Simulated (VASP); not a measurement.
A VASP calculation is set up with these files.

File KPOINTS:
```
Automatic mesh
0
Gamma
10 10 7
0 0 0
```

INCAR:
```
SYSTEM = FePt
PREC = Accurate
ENCUT = 400
EDIFF = 1E-6
NELM = 5
ALGO = Normal
LREAL = .FALSE.
LASPH = .TRUE.
ISMEAR = 1
SIGMA = 0.1
GGA = PE
LMAXMIX = 6
ISPIN = 2
MAGMOM = 3.0 0.0
LORBIT = 10
LWAVE = .FALSE.
LCHARG = .FALSE.
ISIF = 2
```

POSCAR:
```
FePt
1
    2.7744000000     0.0000000000     0.0000000000
    0.0000000000     2.7744000000     0.0000000000
    0.0000000000     0.0000000000     3.7842000000
Fe Pt
1 1
Direct
  0.0000000000   0.0000000000   0.0000000000
  0.5000000000   0.5000000000   0.5000000000
```

POTCAR, in this order: Fe Pt (PBE.64 set). Program: vasp_std.

What VASP printed:

**standard output**
```
 POSCAR found type information on POSCAR FePt
 POSCAR found :  2 types and       2 ions
 Reading from existing POTCAR
 Reading from existing POTCAR
 LDA part: xc-table for (Slater+PW92), standard interpolation
 POSCAR, INCAR and KPOINTS ok, starting setup
 WAVECAR not read
 entering main loop
       N       E                     dE             d eps       ncg     rms          rms(c)
DAV:   1     0.794793133945E+02    0.79479E+02   -0.73636E+03  5144   0.107E+03
DAV:   2    -0.135114608457E+02   -0.92991E+02   -0.83127E+02  5152   0.230E+02
DAV:   3    -0.162106330781E+02   -0.26992E+01   -0.26205E+01  6287   0.474E+01
DAV:   4    -0.162372307299E+02   -0.26598E-01   -0.26591E-01  5752   0.415E+00
DAV:   5    -0.162379923134E+02   -0.76158E-03   -0.76157E-03  6681   0.786E-01

 -----------------------------------------------------------------------------
|                                                                             |
|           W    W    AA    RRRRR   N    N  II  N    N   GGGG   !!!           |
|           W    W   A  A   R    R  NN   N  II  NN   N  G    G  !!!           |
|           W    W  A    A  R    R  N N  N  II  N N  N  G       !!!           |
|           W WW W  AAAAAA  RRRRR   N  N N  II  N  N N  G  GGG   !            |
|           WW  WW  A    A  R   R   N   NN  II  N   NN  G    G                |
|           W    W  A    A  R    R  N    N  II  N    N   GGGG   !!!           |
|                                                                             |
|     The electronic self-consistency was not achieved in the given           |
|     number of steps (NELM). The forces and other quantities evaluated       |
|     might not be reliable so examine the results carefully. If you find     |
|     spurious results, we suggest increasing NELM, if you were close to      |
|     convergence or switching to a different ALGO or adjusting the           |
|     density mixing parameters otherwise.                                    |
|                                                                             |
 -----------------------------------------------------------------------------

   1 F= -.16237992E+02 E0= -.16238438E+02  d E =0.133728E-02  mag=     3.3058
```

OUTCAR:
```
------------------------ aborting loop EDIFF was not reached (unconverged)  ----------------------------
  FORCE on cell =-STRESS in cart. coord.  units (eV):
  Direction    XX          YY          ZZ          XY          YZ          ZX
  --------------------------------------------------------------------------------------
  Total      -50.1678458    -50.1678458    -47.0476854      0.0000000      0.0000000     -0.0000000
  in kB    -2759.4580904  -2759.4580904  -2587.8351780      0.0000000      0.0000000     -0.0000000
  external PRESSURE =   -2702.2504530 kB  Pullay stress =       0.0000000 kB
  volume of cell :       29.13
      direct lattice vectors                 reciprocal lattice vectors
     2.774400000  0.000000000  0.000000000     0.360438293  0.000000000  0.000000000
     0.000000000  2.774400000  0.000000000     0.000000000  0.360438293  0.000000000
     0.000000000  0.000000000  3.784200000     0.000000000  0.000000000  0.264256646
 POSITION                                       TOTAL-FORCE (eV/Angst)
 -----------------------------------------------------------------------------------
      0.00000      0.00000      0.00000         0.000000      0.000000      0.000000
      1.38720      1.38720      1.89210         0.000000      0.000000      0.000000
 -----------------------------------------------------------------------------------
    total drift:                                0.000000     -0.000000     -0.000000
  FREE ENERGIE OF THE ION-ELECTRON SYSTEM (eV)
  ---------------------------------------------------
  free  energy   TOTEN  =       -16.2379923134 eV

  energy  without entropy=      -16.2393295921  energy(sigma->0) =      -16.23843807

 total charge

# of ion       s       p       d       tot
------------------------------------------
    1        0.421   0.489   5.487   6.396
    2        0.771   0.770   8.161   9.703
--------------------------------------------------
tot          1.192   1.259  13.648  16.099

 magnetization (x)

# of ion       s       p       d       tot
------------------------------------------
    1        0.017   0.032   2.855   2.904
    2       -0.024  -0.028   0.293   0.241
--------------------------------------------------
tot         -0.007   0.004   3.148   3.145
```
(Selected blocks of OUTCAR.)

**Question.** Read input and log: which fault does this run have?
A. the lattice was typed in bohr, and VASP reads ångström
B. a line-mode KPOINTS file was used for a self-consistent run
C. fractional coordinates stand under the word Cartesian
D. NELM is too small, so the electronic loop ends before EDIFF is met

**Answer.** D, NELM is too small, so the electronic loop ends before EDIFF is met. The run did not converge; its last values are not results. Against the sound run, the energy per atom (σ→0) decreases by 0.730 eV/atom; the pressure falls by 262.59 GPa; the cell moment decreases by 0.08 μB.

To mend it, set NELM = 100.

The mended run (PBE GGA, plane waves, VASP's PBE PAW potentials (set 64)) converges, and its OSZICAR ends with
```
   1 F= -.14778185E+02 E0= -.14778436E+02  d E =0.753558E-03  mag=     3.3828
```

The compound is FePt in the L1_0 structure. The cell was not relaxed at this level.
